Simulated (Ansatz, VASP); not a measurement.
**Cross-check of Pb (Lead) between VASP and Ansatz**

Aim: how closely do two programs agree when they are given the same cell, functional and k mesh? The cell is a member of a volume series, scaled by 0.96 from a relaxed one, so a pressure remains.

Main program and level: Ansatz 0.2.0; plane waves, with VASP 6.6.1 beside it; single point at PBEsol.

## Step 1: Starting point

Symmetry: Fm-3m, No. 225, cubic system. Conventional cell: a = 4.880 Å, b = 4.880 Å, c = 4.880 Å, α = 90.00°, β = 90.00°, γ = 90.00°. Pb has 12 Pb at 3.45 Å nearest.

As a file:

```xyz
1
Lattice="0.0000 2.4401 2.4401 2.4401 0.0000 2.4401 2.4401 2.4401 0.0000" Properties=species:S:1:pos:R:3 pbc="T T T"
Pb    0.0000    0.0000    0.0000
```

## Step 2: VASP: single point, PBEsol, volume scaled by 0.96

A single point gives forces, pressure and levels at one fixed geometry, so differences don't come from the geometry; what else differs is listed under the comparison.

Lines of VASP's logs that name or quote its potential files are left out, and so is its time.

Input file INCAR:

```
SYSTEM = Pb
PREC = Accurate
ENCUT = 400
EDIFF = 1E-06
NELM = 100
ISMEAR = 1
SIGMA = 0.2
LREAL = .FALSE.
ALGO = Normal
GGA = PS
NBANDS = 13
LORBIT = 11
LWAVE = .FALSE.
LCHARG = .FALSE.
KPAR = 2
ISIF = 2
```

Input file POSCAR:

```
Pb
1.0
    0.0000000000      2.4400968626      2.4400968626
    2.4400968626      0.0000000000      2.4400968626
    2.4400968626      2.4400968626      0.0000000000
Pb
1
Direct
    0.0000000000      0.0000000000      0.0000000000
```

Input file KPOINTS:

```
Automatic mesh
0
Gamma
7 7 7
0 0 0
```

The projector-augmented-wave data sets are Pb_d (PBE family, release 64).

Run with:

```console
$ mpirun -np 2 vasp_std
```

Numbers of over 12 decimals in the logs are rounded to 6 here.

Output:

```text
[banner, memory and clock lines left out]
running    2 mpi-ranks, on    1 nodes
 distrk:  each k-point on    1 cores,    2 groups
 distr:  one band on    1 cores,    1 groups

 POSCAR found type information on POSCAR Pb
 POSCAR found :  1 types and       1 ions
|                                                                             |
|               ----> ADVICE to this user running VASP <----                  |
|                                                                             |
|     You enforced a specific xc type in the INCAR file but a different       |
|     [... a line on the potential file left out ...]
|     I HOPE YOU KNOW WHAT YOU ARE DOING!                                     |
|                                                                             |

 LDA part: xc-table for (Slater+PW92), standard interpolation
 POSCAR, INCAR and KPOINTS ok, starting setup
 FFT: planning ... GRIDC
 FFT: planning ... GRID_SOFT
 FFT: planning ... GRID
 WAVECAR not read
 entering main loop
       N       E                     dE             d eps       ncg     rms          rms(c)
DAV:   1     0.100741367097E+03    0.10074E+03   -0.62484E+03   540   0.105E+03
DAV:   2     0.854497099855E+00   -0.99887E+02   -0.97527E+02   550   0.291E+02
DAV:   3    -0.391144030728E+01   -0.47659E+01   -0.47559E+01   660   0.709E+01
DAV:   4    -0.401230331108E+01   -0.10086E+00   -0.10085E+00   620   0.108E+01
DAV:   5    -0.401767953488E+01   -0.53762E-02   -0.53759E-02   774   0.234E+00    0.612E-01
DAV:   6    -0.400367735874E+01    0.14002E-01   -0.17418E-02   655   0.242E+00    0.282E-01
DAV:   8    -0.399984852843E+01    0.25067E-03   -0.39231E-04   806   0.332E-01    0.910E-03
DAV:   9    -0.399984621363E+01    0.23148E-05   -0.67869E-06   655   0.488E-02    0.432E-03
DAV:  10    -0.399984586063E+01    0.35300E-06   -0.42048E-07   455   0.676E-03
   1 F= -.39998459E+01 E0= -.40001966E+01  d E =0.105219E-02
```

From OUTCAR (step 2):

```text
ion  position               nearest neighbor table
   1  0.000  0.000  0.000-

  LATTYP: Found a face centered cubic cell.
 ALAT       =     4.8801937252

 Subroutine GETGRP returns: Found 48 space group operations
 (whereof 48 operations were pure point group operations)

The static configuration has the point symmetry O_h .

 Found     20 irreducible k-points:

   k-points           NKPTS =     20   k-points in BZ     NKDIM =     20   number of bands    NBANDS=     13

   dimension x,y,z NGX =    24 NGY =   24 NGZ =   24
   dimension x,y,z NGXF=    48 NGYF=   48 NGZF=   48

   ENCUT  =  400.0 eV  29.40 Ry    5.42 a.u.   5.63  5.63  5.63*2*pi/ulx,y,z

   NELECT =      14.0000    total number of electrons

 k-points in reciprocal lattice and weights: Automatic mesh
   0.00000000  0.00000000  0.00000000       0.003
   0.14285714  0.00000000  0.00000000       0.023
   0.28571429  0.00000000  0.00000000       0.023
   0.42857143  0.00000000  0.00000000       0.023
   0.14285714  0.14285714  0.00000000       0.017
   0.28571429  0.14285714  0.00000000       0.070
   0.42857143  0.14285714  0.00000000       0.070
  -0.42857143  0.14285714  0.00000000       0.070
  -0.28571429  0.14285714  0.00000000       0.070
[...]
-0.42857143  0.42857143  0.14285714       0.070
  -0.28571429  0.42857143  0.14285714       0.070

 average (electrostatic) potential at core
       1 -89.5936

 E-fermi :   7.5413

 k-point     1 :       0.0000    0.0000    0.0000
  band No.  band energies     occupation
    ...
      2      -9.4222      2.00000
      3      -9.4222      2.00000
      4      -9.2599      2.00000
      5      -9.2599      2.00000
      6      -4.4761      2.00000
      7      15.3428      0.00000
      8      15.3428      0.00000
      9      15.3428      0.00000
     10      17.3740      0.00000
     11      19.4515      0.00000
    ...

 k-point     2 :       0.1429    0.0000    0.0000
  band No.  band energies     occupation
    ...
      2      -9.3944      2.00000
      3      -9.3944      2.00000
      4      -9.2579      2.00000
      5      -9.2579      2.00000
      6      -4.0642      2.00000
      7      11.8374      0.00000
      8      14.8834      0.00000
      9      14.8834      0.00000
     10      16.9563      0.00000
     11      20.5430      0.00000
    ...

 k-point     3 :       0.2857    0.0000    0.0000
  band No.  band energies     occupation
    ...
      3      -9.3846      2.00000
      4      -9.1985      2.00000
      5      -9.1985      2.00000
      6      -2.8364      2.00000
      7       7.3382      2.05336
      8      14.0519      0.00000
      9      14.0519      0.00000
     10      16.6973      0.00000
     11      18.8654      0.00000
     12      19.8993      0.00000
    ...

  Total        0.3928926      0.3928926      0.3928926      0.0000000      0.0000000     -0.0000000
  in kB       21.6637305     21.6637305     21.6637305      0.0000000      0.0000000     -0.0000000
  external PRESSURE =      21.6637305 kB  Pullay stress =       0.0000000 kB

  energy-cutoff  :      400.00
  volume of cell :       29.06
      direct lattice vectors                 reciprocal lattice vectors
     0.000000000  2.440096863  2.440096863    -0.204909898  0.204909898  0.204909898
     2.440096863  0.000000000  2.440096863     0.204909898 -0.204909898  0.204909898
     2.440096863  2.440096863  0.000000000     0.204909898  0.204909898 -0.204909898

 POSITION                                       TOTAL-FORCE (eV/Angst)
 -----------------------------------------------------------------------------------
      0.00000      0.00000      0.00000         0.000000      0.000000      0.000000
 -----------------------------------------------------------------------------------
    total drift:                               -0.000000      0.000000      0.000000

  FREE ENERGIE OF THE ION-ELECTRON SYSTEM (eV)
  ---------------------------------------------------
  free  energy   TOTEN  =        -3.9998458606 eV

  energy  without entropy=       -4.0008980461  energy(sigma->0) =       -4.00019659

 total charge
# of ion       s       p       d       tot
------------------------------------------
    1        1.399   0.761   9.809  11.969

[... 3 further parts left out ...]
```

The run ends at a pressure of 2.17 GPa.

## Step 3: Ansatz: single point, PBEsol, volume scaled by 0.96

Ansatz runs on its default PAW (the set named soft_2) files.

The same cell, functional, mesh and smearing now go to Ansatz, which takes its cutoff from its data sets.

Input file input.yaml:

```yaml
crystal:
  lattice:
    - [0.0, 2.4400968626, 2.4400968626]
    - [2.4400968626, 0.0, 2.4400968626]
    - [2.4400968626, 2.4400968626, 0.0]
  atoms:
    - { symbol: Pb, position: [0.0, 0.0, 0.0] }
hamiltonian:
  xc: pbesol
  pseudopotentials: { kind: paw }
kpoints:
  mp_grid: { grid: [7, 7, 7] }
scf:
  occupations: { method: methfessel_paxton, width: 0.2 }
  n_extra_bands: 4
output:
  forces: true
  stress: true
  eigenvalues: true
  write_density: true
  write_potential: true
  elf: true
  volumetric_format: npy
```

Run with:

```console
$ ansatz run input.yaml --threads 2 --pin off --max-ram 4608MiB --backend cpu --events-out ev --progress --plain --runs-dir out
```

Output:

```text
scf.n_extra_bands = 4 over 7 filled bands (N_el = 14.0): the run solves 11 bands
Engine: ansatz 0.2.0, aarch64-unknown-linux-gnu
Pseudopotentials: kind: paw
Pseudopotential: Pb, paw, valence charge 14, recommended cutoff 420 eV (normal), Pb.paw.azcp
Functional definition: PBEsol
  exchange = pbesol_x
  correlation = pbesol_c
Crystal: 1 atoms, lattice volume = 29.057 Å³
Basis set: ecut = 420 eV, 537 PW (Γ), exchange–correlation on 48×48×48 points (8 copies of the dense FFT grid, shifted against one another)
Bands: 11, of which v1, the nominal top of the filled ones, is band 7 counted from 1 (6 counted from 0)
Symmetry: 48 space group operations
Space group: Fm-3m (ITA 225), of the structure as read, at distance tolerance 3.1e-5 Å
k-points: 20 of 343
Non-local potential: Pb, projectors of the file, l = 0: 2, l = 1: 2, l = 2: 2, l = 3: 2
PAW form: soft (Blöchl's): semilocal exchange-correlation on the pseudo side does not see the compensation charge
PAW frozen core: Pb, regenerated for the run's functional, and the local potential with it (the file was generated under x = pbe(κ = 0.804, μ = 0.219515), c = pbe(β = 0.066725))
PAW one-centre angular grid: Pb, 590 points (default); XC on 64 Gauss nodes
Initial density: superposition of atomic densities (neutral atoms: chi_scale 0, normalization atom), corrected by the library's trained network
Initial wavefunctions: pseudopotential atomic-orbital guess
Functional: x = pbesol(κ = 0.804, μ = 0.123457), c = pbesol(β = 0.046)
SCF iter   1: F=—  HF=-11754.945565 eV  |F-HF|=—  |Δ(HF+E_count)|=         —  Δρ=2.53e-3  dr2=1.00e-3  ethr=1.77e-3  ⟨swp⟩=5.5  Hψ=1398  notcnv=0
preconditioner: auto → none  [insulator: Δε(μ)=0.389 eV  Ē_g=20.071 eV  σ=0.200 eV  W_gap=0.88  n_scr=8 (ndim 8)  ℏωp=25.8 eV  f_vac=0.000  D(μ)=0.46/eV (n_scr^D=0)  ε∞_Penn≈2.6]
SCF iter   2: F=—  HF=-11754.944922 eV  |F-HF|=—  |Δ(HF+E_count)|=   6.44e-4  S|Δr|=    0.00e0  Δρ=1.01e-3  dr2=1.38e-4  ethr=7.17e-6  ⟨swp⟩=2.4  Hψ=514  notcnv=0
SCF iter   3: F=—  HF=-11754.944923 eV  |F-HF|=—  |Δ(HF+E_count)|=   1.30e-6  S|Δr|=    0.00e0  Δρ=9.44e-5  dr2=3.45e-6  ethr=9.86e-7  ⟨swp⟩=2.2  Hψ=337  notcnv=0
SCF iter   4: F=—  HF=-11754.944928 eV  |F-HF|=—  |Δ(HF+E_count)|=   4.73e-6  S|Δr|=    0.00e0  Δρ=1.70e-4  dr2=7.56e-6  ethr=2.47e-8  ⟨swp⟩=2.0  Hψ=351  notcnv=0
SCF iter   5: F=-11754.944924 eV  HF=-11754.944924 eV  |F-HF|=3.86e-8  |Δ(HF+E_count)|=   4.11e-6  S|Δr|=    0.00e0  Δρ=1.18e-5  dr2=3.35e-8  ethr=7.14e-10  ⟨swp⟩=8.5  Hψ=1656  notcnv=0
SCF 1 converged in 5 iterations: F = -11754.944924 eV  dr2 = 3.35e-8
  greatest PAW one-centre occupation: 0.978 electrons in one spin orbital (limit 2), on the Pb atom at site 0 (counted from 0), in its partial waves of l = 2
SCF converged after 5 iterations
Stability not checked: this state was not tested for a lower state beside it, because cold or Methfessel-Paxton smearing, or corrected tetrahedra, fill the levels in a way that the test cannot read (fill_not_monotonic; see scf.lower_state_search)
Free energy (F): -11754.944924 eV
Harris-Foulkes:  -11754.944924 eV  (|F-HF|=3.86e-8)
Internal energy: -11754.946039 eV  (E = F + TS)
E sigma→0 (E₀):  -11754.945202 eV
Entropy (-TS):   0.001115 eV (1.115 meV/atom)
Fermi energy:    11.388407 eV
--- Per-component energies (eV) ---
  E_band       = -29.910105
  E_kinetic    = 289.844817
  E_local      = -988.526101  (includes V_loc(G=0)·N_el)
  E_nonlocal   = 351.592113
  E_hartree    = 392.821661
  E_xc         = -219.560465
  E_vxc        = -133.449337  (∫ρ·V_xc dr)
  E_paw        = -10255.413577  (= ΣΔE_a)
  E_vpaw       = -335.022087  (= ΣTr[D̂ρ^β])
  E_aug_tail   = 0.000044  (compensation charges beyond the density's cutoff)
  E_ewald      = -1325.766646
  E_core_change = 0.062117  (= ΣΔE_core)
  E_smearing   = 0.001115  (= −TS)
  E_closure    = 0.000000  (closes the sum)
  Σ components = -11754.944924   (vs F -11754.944924, Δ=0.00e0)
--- Forces (eV/Å), atoms counted from 1 ---
  atom   1  Pb    -0.00000000     0.00000000    -0.00000000
  max |Σ_I F_I| component: 2.63e-31 eV/Å
--- Stress (GPa, compression-positive) ---
        2.246124      -0.000000      -0.000000
       -0.000000       2.246124       0.000000
        0.000000       0.000000       2.246124
  P = ⅓ Tr σ = 2.2461 GPa (22.461 kbar)
--- Band table (eV; the first three rows and the last of 20) ---
  k-point 0: bands = [... 3 lower, -5.4327, -5.4327, -0.6238, 19.1890, 19.1890, 19.1890, 21.1951, 23.2958]
  k-point 1: bands = [... 3 lower, -5.4307, -5.4307, -0.2117, 15.6831, 18.7291, 18.7291, 20.7853, 24.3657]
  k-point 2: bands = [... 3 lower, -5.3714, -5.3714, 1.0168, 11.1839, 17.8970, 17.8970, 20.5304, 22.6927]
  k-point 19: bands = [... 3 lower, -5.3808, -5.2628, 4.7039, 9.6278, 9.8879, 12.8700, 20.6852, 24.2380]
```

Wall time 0.73 s (2 threads of Arm Neoverse V2, shared host); peak memory 0.26 GiB.

The run ends at a pressure of 2.25 GPa.

## Step 4: Side by side

Known differences besides the potentials themselves: the cutoff is 420 eV in Ansatz and 400 eV in VASP; Ansatz makes its cores anew for this functional, VASP keeps those of its PBE data sets; VASP leaves aspherical gradient terms in its spheres out (LASPH is not set), Ansatz keeps them. Total energies have different zeros and are not compared.

Compared:

```tsv
quantity	Ansatz	VASP	difference
pressure (GPa)	2.25	2.17	+0.08
```

Ansatz's pressure holds a Pulay correction of 0.02 GPa; VASP's holds none.

## Step 5: What the set-up changes

Further runs change the set-up of one program: Ansatz's method, potentials or start, or VASP's data sets, cutoff or form of LDA. The table gives Ansatz less VASP for each quantity, since a change that brings one quantity closer may part another.

```tsv
run	pressure (GPa)
as above	0.080
Ansatz's all-electron LAPW method	0.089
```

## Step 6: Outcome

| Quantity | Value |
| --- | --- |
| difference in pressure (single point, PBEsol, volume scaled by 0.96) | 0.080 GPa |

The difference in pressure is 0.080 GPa (single point, PBEsol, volume scaled by 0.96), within the 1 GPa picked in this series as the mark of a large difference. For single point, PBEsol, volume scaled by 0.96, no further run moves any of the tabulated differences by more than a quarter of its size. 1 further run of this series is not shown here. Such differences can come from data sets, numerical settings and the points named under the comparisons, not from the functional's error against experiment.

[Lines on the potential files, build, host, timing and source positions are cut from VASP's logs without a mark.]

[Logs are printed without paths, hosts, clocks, repeated set-up lines and the standing remarks that a program may print on its own settings, such as how far it seeks lower states.]

[Hosts, paths, dates, database ids (printed as entryN), source tags and the programs' standing remarks are cut or masked in the printed files.]
